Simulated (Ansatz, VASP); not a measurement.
# Cross-check of SnSe2 between VASP and Ansatz

Aim: how closely do two programs agree when they are given the same cell, functional and k mesh?

Calculated with Ansatz 0.2.0; plane waves, with VASP 6.6.1 beside it; single point at PBEsol and single point at PBEsol with D3(BJ).

### Step 1. Starting point

The structure is trigonal, space group P-3m1 (No. 164). Conventional cell: a = 3.811 Å, b = 3.811 Å, c = 6.136 Å, α = 90.00°, β = 90.00°, γ = 120.00°. Nearest to Sn lie 6 Se at 2.68 Å. Nearest to Se lie 3 Sn at 2.68 Å. Farther neighbours and most contacts between anions are not listed.

### Step 2. Ansatz: single point, PBEsol

Ansatz runs on its default PAW (the set named soft_2) files.

A single point gives forces, pressure and levels at one fixed geometry, so differences don't come from the geometry; what else differs is listed under the comparison.

input.yaml reads:

```yaml
crystal:
  lattice:
    - [3.811, 0.0, 0.0]
    - [-1.9055, 3.3004228138, 0.0]
    - [0.0, 0.0, 6.136]
  atoms:
    - { symbol: Sn, position: [0.0, 0.0, 0.0] }
    - { symbol: Se, position: [0.6666666667, 0.3333333333, 0.751] }
    - { symbol: Se, position: [0.3333333333, 0.6666666667, 0.249] }
hamiltonian:
  xc: pbesol
  pseudopotentials: { kind: paw }
kpoints:
  mp_grid: { grid: [6, 6, 4] }
scf:
  occupations: { method: gaussian, width: 0.05 }
  n_extra_bands: 4
output:
  forces: true
  stress: true
  eigenvalues: true
```

The run is started by

```bash
> ansatz run input.yaml --threads 2 --pin off --max-ram 4608MiB --backend cpu --events-out ev --progress --plain --runs-dir out
```

Numbers of over 12 decimals in the logs are rounded to 6 here.

Output:

```text
scf.n_extra_bands = 4 over 23 filled bands (N_el = 46.0): the run solves 27 bands
Engine: ansatz 0.2.0, aarch64-unknown-linux-gnu
Pseudopotentials: kind: paw
Pseudopotential: Sn, paw, valence charge 14, recommended cutoff 420 eV (normal), Sn.paw.azcp
Pseudopotential: Se, paw, valence charge 16, recommended cutoff 420 eV (normal), Se.paw.azcp
Functional definition: PBEsol
  exchange = pbesol_x
  correlation = pbesol_c
Crystal: 3 atoms, lattice volume = 77.178 Å³
Basis set: ecut = 420 eV, 1485 PW (Γ), exchange–correlation on 54×54×90 points (8 copies of the dense FFT grid, shifted against one another)
Bands: 27, of which v1, the nominal top of the filled ones, is band 23 counted from 1 (22 counted from 0)
Symmetry: 12 space group operations
Space group: P-3m1 (ITA 164), of the structure as read, at distance tolerance 4.3e-5 Å
k-points: 24 of 144
Non-local potential: Sn, projectors of the file, l = 0: 2, l = 1: 2, l = 2: 2, l = 3: 2
Non-local potential: Se, projectors of the file, l = 0: 2, l = 1: 2, l = 2: 3, l = 3: 1
PAW form: soft (Blöchl's): semilocal exchange-correlation on the pseudo side does not see the compensation charge
PAW frozen core: Sn, regenerated for the run's functional, and the local potential with it (the file was generated under x = pbe(κ = 0.804, μ = 0.219515), c = pbe(β = 0.066725))
PAW frozen core: Se, regenerated for the run's functional, and the local potential with it (the file was generated under x = pbe(κ = 0.804, μ = 0.219515), c = pbe(β = 0.066725))
PAW one-centre angular grid: Sn, 590 points (default); XC on 64 Gauss nodes
PAW one-centre angular grid: Se, 590 points (default); XC on 64 Gauss nodes
Initial density: superposition of atomic densities (neutral atoms: chi_scale 0, normalization atom), corrected by the library's trained network
Initial wavefunctions: pseudopotential atomic-orbital guess
Functional: x = pbesol(κ = 0.804, μ = 0.123457), c = pbesol(β = 0.046)
SCF iter   1: F=—  HF=-16799.176012 eV  |F-HF|=—  |Δ(HF+E_count)|=         —  Δρ=2.16e-3  dr2=3.27e-3  ethr=1.77e-3  ⟨swp⟩=6.1  Hψ=2804  notcnv=0
preconditioner: auto → Resta (q_TF=auto, 2.503 Å⁻¹)  ε∞=2.9  [insulator: Δε(μ)=0.748 eV  Ē_g=15.647 eV  σ=0.050 eV  W_gap=1.00  n_scr=22 (ndim 8)  ℏωp=21.6 eV  f_vac=0.080  D(μ)=0.00/eV (n_scr^D=0)  ε∞_Penn≈2.9]
SCF iter   2: F=—  HF=-16799.172982 eV  |F-HF|=—  |Δ(HF+E_count)|=   3.03e-3  Δρ=1.05e-3  dr2=7.30e-4  ethr=7.10e-6  ⟨swp⟩=3.0  Hψ=1438  notcnv=0
SCF iter   3: F=—  HF=-16799.172964 eV  |F-HF|=—  |Δ(HF+E_count)|=   1.80e-5  Δρ=3.18e-4  dr2=6.26e-5  ethr=1.59e-6  ⟨swp⟩=2.0  Hψ=960  notcnv=0
SCF iter   4: F=—  HF=-16799.172983 eV  |F-HF|=—  |Δ(HF+E_count)|=   1.84e-5  Δρ=1.13e-4  dr2=1.05e-5  ethr=1.36e-7  ⟨swp⟩=2.0  Hψ=958  notcnv=0
SCF iter   5: F=—  HF=-16799.172990 eV  |F-HF|=—  |Δ(HF+E_count)|=   6.94e-6  Δρ=2.36e-5  dr2=6.87e-7  ethr=2.27e-8  ⟨swp⟩=2.1  Hψ=849  notcnv=0
SCF iter   6: F=-16799.172990 eV  HF=-16799.172990 eV  |F-HF|=1.38e-7  |Δ(HF+E_count)|=   6.18e-7  Δρ=9.03e-6  dr2=9.28e-8  ethr=2.17e-10  ⟨swp⟩=6.0  Hψ=2987  notcnv=0
SCF 1 converged in 6 iterations: F = -16799.172990 eV  dr2 = 9.28e-8
  greatest PAW one-centre occupation: 1.000 electrons in one spin orbital (limit 2), on the Se atom at site 2 (counted from 0), in its partial waves of l = 2
SCF converged after 6 iterations
Free energy (F): -16799.172990 eV
Harris-Foulkes:  -16799.172990 eV  (|F-HF|=1.38e-7)
Internal energy: -16799.172990 eV  (E = F + TS)
E sigma→0 (E₀):  -16799.172990 eV
Fermi energy:    8.362998 eV
--- Per-component energies (eV) ---
  E_band       = -863.931493
  E_kinetic    = 426.719171
  E_local      = -6108.325533  (includes V_loc(G=0)·N_el)
  E_nonlocal   = -1214.532582
  E_hartree    = 3125.644372
  E_xc         = -585.258959
  E_vxc        = -292.667275  (∫ρ·V_xc dr)
  E_paw        = -7805.525347  (= ΣΔE_a)
  E_vpaw       = 73.581500  (= ΣTr[D̂ρ^β])
  E_aug_tail   = -0.001230  (compensation charges beyond the density's cutoff)
  E_ewald      = -4640.194622
  E_core_change = 2.301741  (= ΣΔE_core)
  E_smearing   = -0.000000  (= −TS)
  E_closure    = 0.000000  (closes the sum)
  Σ components = -16799.172990   (vs F -16799.172990, Δ=0.00e0)
--- Forces (eV/Å), atoms counted from 1 ---
  atom   1  Sn     0.00000000    -0.00000000     0.00000000
  atom   2  Se    -0.00000000    -0.00000000    -0.59172903
  atom   3  Se     0.00000000     0.00000000     0.59172903
  max |Σ_I F_I| component: 4.63e-18 eV/Å
--- Stress (GPa, compression-positive) ---
        1.975296       0.000000      -0.000000
        0.000000       1.975296       0.000000
       -0.000000       0.000000       3.678582
  P = ⅓ Tr σ = 2.5431 GPa (25.431 kbar)
--- Band table (eV; the first three rows and the last of 24) ---
  k-point 0: bands = [... 19 lower, 7.2940, 7.6061, 7.6061, 7.9916, 8.9969, 10.8363, 12.5823, 12.5823]
  k-point 1: bands = [... 19 lower, 7.2414, 7.2414, 7.6904, 7.6904, 9.8779, 10.8432, 12.4419, 12.4419]
  k-point 2: bands = [... 19 lower, 7.2038, 7.2038, 7.7607, 7.7607, 10.3930, 10.8045, 12.3090, 12.3090]
  k-point 23: bands = [... 19 lower, 3.7397, 4.2393, 7.6230, 7.6230, 10.5137, 12.6546, 12.6546, 14.1693]
```

Elapsed: 1.8 s, on 2 threads of Arm Neoverse V2, shared host; peak memory 0.36 GiB; 3.1 s of CPU time.

The run ends at a pressure of 2.54 GPa, with forces up to 0.59 eV/Å.

### Step 3. VASP: single point, PBEsol

The same cell, functional, mesh and smearing now go to VASP, with its own data sets and cutoff.

Lines of VASP's logs that name or quote its potential files are left out, and so is its time.

INCAR reads:

```
SYSTEM = SnSe2
PREC = Accurate
ENCUT = 400
EDIFF = 1E-05
NELM = 100
ISMEAR = 0
SIGMA = 0.05
LREAL = .FALSE.
ALGO = Normal
GGA = PS
NBANDS = 19
LORBIT = 11
LWAVE = .FALSE.
LCHARG = .FALSE.
KPAR = 4
```

POSCAR reads:

```
SnSe2
1.0
    3.8110000000      0.0000000000      0.0000000000
   -1.9055000000      3.3004228138      0.0000000000
    0.0000000000      0.0000000000      6.1360000000
Sn Se
1 2
Direct
    0.0000000000      0.0000000000      0.0000000000
    0.6666666667      0.3333333333      0.7510000000
    0.3333333333      0.6666666667      0.2490000000
```

KPOINTS reads:

```
Automatic mesh
0
Gamma
6 6 4
0 0 0
```

Potentials, in the order of the species: Sn_d and Se (PBE family, release 64).

The run is started by

```bash
> mpirun -np 4 vasp_std
```

Output:

```text
[banner, memory and clock lines left out]
running    4 mpi-ranks, on    1 nodes
 distrk:  each k-point on    1 cores,    4 groups
 distr:  one band on    1 cores,    1 groups

 POSCAR found type information on POSCAR SnSe
 POSCAR found :  2 types and       3 ions
|                                                                             |
|               ----> ADVICE to this user running VASP <----                  |
|                                                                             |
|     You enforced a specific xc type in the INCAR file but a different       |
|     [... a line on the potential file left out ...]
|     I HOPE YOU KNOW WHAT YOU ARE DOING!                                     |
|                                                                             |

 LDA part: xc-table for (Slater+PW92), standard interpolation
 POSCAR, INCAR and KPOINTS ok, starting setup
 FFT: planning ... GRIDC
 FFT: planning ... GRID_SOFT
 FFT: planning ... GRID
 WAVECAR not read
 entering main loop
       N       E                     dE             d eps       ncg     rms          rms(c)
DAV:   1     0.181270619597E+03    0.18127E+03   -0.10852E+04   940   0.130E+03
DAV:   2     0.694100809127E+01   -0.17433E+03   -0.16941E+03  1000   0.338E+02
DAV:   3    -0.125697991247E+02   -0.19511E+02   -0.19099E+02  1130   0.108E+02
DAV:   4    -0.132041780323E+02   -0.63438E+00   -0.63308E+00  1072   0.207E+01
DAV:   5    -0.132189971886E+02   -0.14819E-01   -0.14818E-01  1281   0.326E+00    0.520E+00
DAV:   6    -0.129628242149E+02    0.25617E+00   -0.47420E-01  1379   0.812E+00    0.329E+00
DAV:   7    -0.129319688372E+02    0.30855E-01   -0.16127E-01  1142   0.291E+00    0.887E-01
DAV:   8    -0.129298077124E+02    0.21611E-02   -0.12360E-02  1179   0.119E+00    0.265E-01
DAV:   9    -0.129298671752E+02   -0.59463E-04   -0.12043E-03  1024   0.255E-01    0.772E-02
DAV:  10    -0.129298714535E+02   -0.42784E-05   -0.89525E-05  1217   0.641E-02
   1 F= -.12929871E+02 E0= -.12929871E+02  d E =-.100729E-14
```

Parts of OUTCAR (step 3):

```text
ion  position               nearest neighbor table
   1  0.000  0.000  0.000-   2 2.68   3 2.68   3 2.68   2 2.68   2 2.68   3 2.68
   2  0.667  0.333  0.751-   1 2.68   1 2.68   1 2.68
   3  0.333  0.667  0.249-   1 2.68   1 2.68   1 2.68

  LATTYP: Found a hexagonal cell.
 ALAT       =     3.8110000000
 C/A-ratio  =     1.6100760955

 Subroutine GETGRP returns: Found 12 space group operations
 (whereof 12 operations were pure point group operations)

The static configuration has the point symmetry D_3d.

 Found     24 irreducible k-points:

   k-points           NKPTS =     24   k-points in BZ     NKDIM =     24   number of bands    NBANDS=     19

   dimension x,y,z NGX =    28 NGY =   28 NGZ =   40
   dimension x,y,z NGXF=    56 NGYF=   56 NGZF=   80

   ENCUT  =  400.0 eV  29.40 Ry    5.42 a.u.   6.21  6.21 10.01*2*pi/ulx,y,z

   NELECT =      26.0000    total number of electrons

 k-points in reciprocal lattice and weights: Automatic mesh
   0.00000000  0.00000000  0.00000000       0.007
   0.16666667 -0.00000000  0.00000000       0.042
   0.33333333  0.00000000  0.00000000       0.042
   0.50000000  0.00000000  0.00000000       0.021
   0.16666667  0.16666667  0.00000000       0.042
   0.33333333  0.16666667  0.00000000       0.083
   0.33333333  0.33333333  0.00000000       0.014
   0.00000000  0.00000000  0.25000000       0.014
   0.16666667 -0.00000000  0.25000000       0.042
[...]
0.33333333  0.16666667  0.50000000       0.083
   0.33333333  0.33333333  0.50000000       0.014

 average (electrostatic) potential at core
       1-102.4826       2 -53.2904       3 -53.2904

 E-fermi :   4.3164

 k-point     1 :       0.0000    0.0000    0.0000
  band No.  band energies     occupation
    ...
      9       3.3530      2.00000
     10       3.3530      2.00000
     11       3.6678      2.00000
     12       3.6678      2.00000
     13       4.0614      2.00000
     14       5.0532      0.00000
     15       6.8878      0.00000
     16       8.6347      0.00000
     17       8.6347      0.00000
     18      12.0862      0.00000
    ...

 k-point     2 :       0.1667   -0.0000    0.0000
  band No.  band energies     occupation
    ...
      9       1.3212      2.00000
     10       2.4744      2.00000
     11       2.5203      2.00000
     12       3.9517      2.00000
     13       4.0259      2.00000
     14       6.3294      0.00000
     15       7.6445      0.00000
     16       8.8135      0.00000
     17       9.1259      0.00000
     18      11.1968      0.00000
    ...

 k-point     3 :       0.3333    0.0000    0.0000
  band No.  band energies     occupation
    ...
      9      -0.0738      2.00000
     10       1.1634      2.00000
     11       1.6719      2.00000
     12       3.4960      2.00000
     13       3.8509      2.00000
     14       5.5182      0.00000
     15       7.9444      0.00000
     16       9.5204      0.00000
     17       9.7513      0.00000
     18      10.7197      0.00000
    ...

  Total        1.0293826      1.0293826      1.8675028     -0.0000000      0.0000000      0.0000000
  in kB       21.3694587     21.3694587     38.7684080     -0.0000000      0.0000000      0.0000000
  external PRESSURE =      27.1691085 kB  Pullay stress =       0.0000000 kB

  energy-cutoff  :      400.00
  volume of cell :       77.18
      direct lattice vectors                 reciprocal lattice vectors
     3.811000000  0.000000000  0.000000000     0.262398321  0.151495741  0.000000000
    -1.905500000  3.300422814  0.000000000     0.000000000  0.302991482  0.000000000
     0.000000000  0.000000000  6.136000000     0.000000000  0.000000000  0.162972621

 POSITION                                       TOTAL-FORCE (eV/Angst)
 -----------------------------------------------------------------------------------
      0.00000      0.00000      0.00000        -0.000000      0.000000      0.000000
      1.90550      1.10014      4.60814         0.000000      0.000000     -0.615169
     -0.00000      2.20028      1.52786         0.000000     -0.000000      0.615169
 -----------------------------------------------------------------------------------
    total drift:                                0.000000      0.000000     -0.000000

  FREE ENERGIE OF THE ION-ELECTRON SYSTEM (eV)
  ---------------------------------------------------
  free  energy   TOTEN  =       -12.9298714535 eV

  energy  without entropy=      -12.9298714535  energy(sigma->0) =      -12.92987145

 total charge
# of ion       s       p       d       tot
------------------------------------------
    1        1.053   1.071  10.118  12.242
    2        1.485   2.319   0.030   3.833
    3        1.485   2.319   0.030   3.833
--------------------------------------------------
tot          4.022   5.709  10.177  19.908

[... 3 further parts left out ...]
```

The run ends at a pressure of 2.72 GPa, with forces up to 0.62 eV/Å.

### Step 4. Comparison

Known differences besides the PAW data sets themselves: the data sets hold 46 valence electrons in Ansatz (default PAW (the set named soft_2) files) and 26 in VASP; the cutoff is 420 eV in Ansatz and 400 eV in VASP; Ansatz makes its cores anew for this functional, VASP keeps those of its PBE data sets; VASP leaves aspherical gradient terms in its spheres out (LASPH is not set), Ansatz keeps them. Total energies have different zeros and are not compared.

Compared:

```tsv
quantity	Ansatz	VASP	difference
pressure (GPa)	2.54	2.72	-0.17
gap on the k mesh (eV)	0.749	0.736	+0.013
```

Forces (eV/Å; atoms numbered as in POSCAR):

```tsv
atom	Ansatz x, y, z	VASP x, y, z
Sn1	0.000, 0.000, 0.000	0.000, 0.000, 0.000
Se2	0.000, 0.000, -0.592	0.000, 0.000, -0.615
Se3	0.000, 0.000, 0.592	0.000, 0.000, 0.615
```

The forces differ by 11 meV/Å r.m.s., which is 3.8 % of the r.m.s. force of 0.29 eV/Å (both taken over all components). Ansatz's pressure holds a Pulay correction of 0.04 GPa; VASP's holds none.

### Step 5. What moves the difference

An all-electron run, which needs no data sets, serves as referee.

```tsv
run	r.m.s. force difference (% of the r.m.s. force)
as above	3.8
Ansatz's all-electron LAPW method	4.0
```

### Step 6. VASP: relaxation, PBEsol

This run makes the geometry at which the two programs are then compared. The cell compared in this pair holds 78.87 Å³, against 77.18 Å³ for the pair before.

INCAR reads:

```
SYSTEM = SnSe2
PREC = Accurate
ENCUT = 500
EDIFF = 1E-06
NELM = 100
ISMEAR = 0
SIGMA = 0.03
LREAL = .FALSE.
ALGO = Normal
GGA = PS
NBANDS = 19
LORBIT = 11
LWAVE = .FALSE.
LCHARG = .FALSE.
KPAR = 4
IBRION = 2
NSW = 30
ISIF = 4
EDIFFG = -0.01
```

POSCAR reads:

```
SnSe2
1.0
    3.8438963518      0.0000000000      0.0000000000
   -1.9219481760      3.3289118902      0.0000000000
    0.0000000000      0.0000000000      6.1639245606
Sn Se
1 2
Direct
    0.0000000000      0.0000000000      0.0000000000
    0.6666666667      0.3333333333      0.7415553050
    0.3333333333      0.6666666667      0.2584446950
```

KPOINTS is that of step 3.

The run is started by

```bash
> mpirun -np 4 vasp_std
```

Output:

```text
[banner, memory and clock lines left out]
running    4 mpi-ranks, on    1 nodes
[...]
[... a notice as in an earlier step ...]

 LDA part: xc-table for (Slater+PW92), standard interpolation
 POSCAR, INCAR and KPOINTS ok, starting setup
[...]
entering main loop
       N       E                     dE             d eps       ncg     rms          rms(c)
DAV:   1     0.201062889348E+03    0.20106E+03   -0.11951E+04   918   0.153E+03
DAV:   2     0.956705431349E+01   -0.19150E+03   -0.18523E+03   960   0.383E+02
DAV:   3    -0.124263776369E+02   -0.21993E+02   -0.21385E+02  1140   0.116E+02
DAV:   4    -0.132136174033E+02   -0.78724E+00   -0.78554E+00  1040   0.225E+01
[...]
DAV:  10    -0.129652375350E+02   -0.33597E-05   -0.94139E-05  1174   0.630E-02    0.281E-02
DAV:  11    -0.129652500426E+02   -0.12508E-04   -0.21533E-05   963   0.266E-02    0.565E-03
DAV:  12    -0.129652501435E+02   -0.10089E-06   -0.12016E-06   732   0.919E-03
   1 F= -.12965250E+02 E0= -.12965250E+02  d E =-.129653E+02
[... from here on, the cycles between the ionic steps are left out ...]
   2 F= -.12966391E+02 E0= -.12966391E+02  d E =-.114078E-02
   3 F= -.12966971E+02 E0= -.12966971E+02  d E =-.172109E-02
   4 F= -.12967623E+02 E0= -.12967623E+02  d E =-.651365E-03
   5 F= -.12967980E+02 E0= -.12967980E+02  d E =-.100880E-02
[...]
reached required accuracy - stopping structural energy minimisation
```

Parts of OUTCAR (step 6):

```text
  Total       -0.1186586     -0.1186586     -0.1137271      0.0000000      0.0000000     -0.0000000
  in kB       -2.4103415     -2.4103415     -2.3101666      0.0000000      0.0000000     -0.0000000
  external PRESSURE =      -2.3769498 kB  Pullay stress =       0.0000000 kB

 POSITION                                       TOTAL-FORCE (eV/Angst)
 -----------------------------------------------------------------------------------
     -0.00000      0.00000      0.00000         0.000000      0.000000      0.000000
      1.91357      1.10480      4.63296         0.000000      0.000000     -0.002080
     -0.00000      2.20960      1.58506        -0.000000     -0.000000      0.002080
 -----------------------------------------------------------------------------------
    total drift:                                0.000000     -0.000000      0.000000

  FREE ENERGIE OF THE ION-ELECTRON SYSTEM (eV)
  ---------------------------------------------------
  free  energy   TOTEN  =       -12.9679800408 eV

  energy  without entropy=      -12.9679800408  energy(sigma->0) =      -12.96798004

 reached required accuracy - stopping structural energy minimisation

[... 1 part as in an earlier step ...]

[... 2 further parts left out ...]
[key lines of the parts left out:]
E-fermi :   3.9559
```

### Step 7. Ansatz: single point, PBEsol

The same cell, functional, mesh and smearing now go to Ansatz, which takes its cutoff from its data sets.

The structure compared here is the end of the VASP relaxation.

input.yaml reads:

```yaml
crystal:
  lattice:
    - [3.82714081, 0.0, 0.0]
    - [-1.91357041, 3.31440117, 0.0]
    - [0.0, 0.0, 6.21801505]
  atoms:
    - { symbol: Sn, position: [0.0, 0.0, 0.0] }
    - { symbol: Se, position: [0.66666667, 0.33333333, 0.74508652] }
    - { symbol: Se, position: [0.33333333, 0.66666667, 0.25491348] }
hamiltonian:
  xc: pbesol
  pseudopotentials: { kind: paw }
kpoints:
  mp_grid: { grid: [6, 6, 4] }
scf:
  occupations: { method: gaussian, width: 0.03 }
  n_extra_bands: 4
output:
  forces: true
  stress: true
  eigenvalues: true
  write_density: true
  write_potential: true
  elf: true
  volumetric_format: npy
```

The run is started by

```bash
> ansatz run input.yaml --threads 2 --pin off --max-ram 4608MiB --backend cpu --events-out ev --progress --plain --runs-dir out
```

Output:

```text
[...]
Crystal: 3 atoms, lattice volume = 78.874 Å³
Basis set: ecut = 420 eV, 1545 PW (Γ), exchange–correlation on 54×54×90 points (8 copies of the dense FFT grid, shifted against one another)
Bands: 27, of which v1, the nominal top of the filled ones, is band 23 counted from 1 (22 counted from 0)
Symmetry: 12 space group operations
[...]
k-points: 24 of 144
[...]
--- Band table (eV; the first three rows and the last of 24) ---
  k-point 0: bands = [... 19 lower, 7.1434, 7.4026, 7.4026, 7.5653, 8.5840, 10.6738, 12.2905, 12.2905]
  k-point 1: bands = [... 19 lower, 7.0803, 7.0803, 7.4973, 7.4973, 9.5132, 10.6562, 12.1515, 12.1515]
  k-point 2: bands = [... 19 lower, 7.0381, 7.0381, 7.5722, 7.5722, 10.0991, 10.5655, 12.0199, 12.0199]
  k-point 23: bands = [... 19 lower, 3.6011, 4.0608, 7.2924, 7.2924, 9.9536, 12.0748, 12.0748, 13.6027]
[key lines of the parts left out:]
SCF converged after 6 iterations
Free energy (F): -16799.207311 eV
Fermi energy:    8.002385 eV
P = ⅓ Tr σ = -0.3346 GPa (-3.346 kbar)
```

Run time: 2.4 s. Hardware: 2 threads; peak memory 0.37 GiB.

The run ends at a pressure of -0.33 GPa, with forces up to 0.019 eV/Å.

### Step 8. Side by side

What differs besides the data sets and the points named for the pairs above, as far as they apply: the cutoff is 420 eV in Ansatz and 500 eV in VASP. Total energies have different zeros and are not compared.

The two programs side by side:

```tsv
quantity	Ansatz	VASP	difference
pressure (GPa)	-0.33	-0.24	-0.10
gap on the k mesh (eV)	0.695	0.693	+0.002
```

At this near-relaxed geometry the largest component of a force difference is 21 meV/Å. Ansatz's pressure holds a Pulay correction of 0.04 GPa; VASP's holds none.

[end of part 1 of 2]

[Lines on the potential files, build, host, timing and source positions are cut from VASP's logs without a mark.]

[Logs are printed without paths, hosts, clocks, repeated set-up lines and the standing remarks that a program may print on its own settings, such as how far it seeks lower states.]

[Hosts, paths, dates, database ids (printed as entryN), source tags and the programs' standing remarks are cut or masked in the printed files.]
